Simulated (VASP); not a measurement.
Data:

```xyz
1
Lattice="0.0000 2.5314 2.5314 2.5314 0.0000 2.5314 2.5314 2.5314 0.0000" Properties=species:S:1:pos:R:3 pbc="T T T"
Pm     2.5314     2.5314     0.0000
```

The numbers are results of PBEsol GGA with spin-orbit coupling, VASP's PBE PAW potentials (set 64) (plane waves; VASP), not measurements. Run with 400 eV cut-off, 11×11×11 Γ-centred mesh, Gaussian smearing of 0.050 eV, potentials Pm_3.

The 4f electrons are frozen in the core of the lanthanide potential, so 4f levels, which can set the real gap, and their magnetism are missing.

Task: Give the energies of bands 9 to 17 at the high-symmetry points, in eV from the Fermi level.

Result: 
| band | Γ | X | U | L | W |
|---|---|---|---|---|---|
| 9 | -4.17 | -2.14 | -1.33 | -2.06 | -0.90 |
| 10 | -4.17 | -2.14 | -1.33 | -2.06 | -0.90 |
| 11 | 1.56 | -1.40 | -0.46 | 1.33 | 0.40 |
| 12 | 1.56 | -1.40 | -0.46 | 1.33 | 0.40 |
| 13 | 1.56 | 3.71 | 1.81 | 1.50 | 0.55 |
| 14 | 1.56 | 3.71 | 1.81 | 1.50 | 0.55 |
| 15 | 1.73 | 6.07 | 3.95 | 2.08 | 2.81 |
| 16 | 1.73 | 6.07 | 3.95 | 2.08 | 2.81 |
| 17 | 4.12 | 6.58 | 5.67 | 6.00 | 6.67 |

It has no gap at this level: it comes out as a metal or semimetal.

The structure was generated: Pm was put into the fcc type (Fm-3m), which need not be its known phase. It was relaxed first.
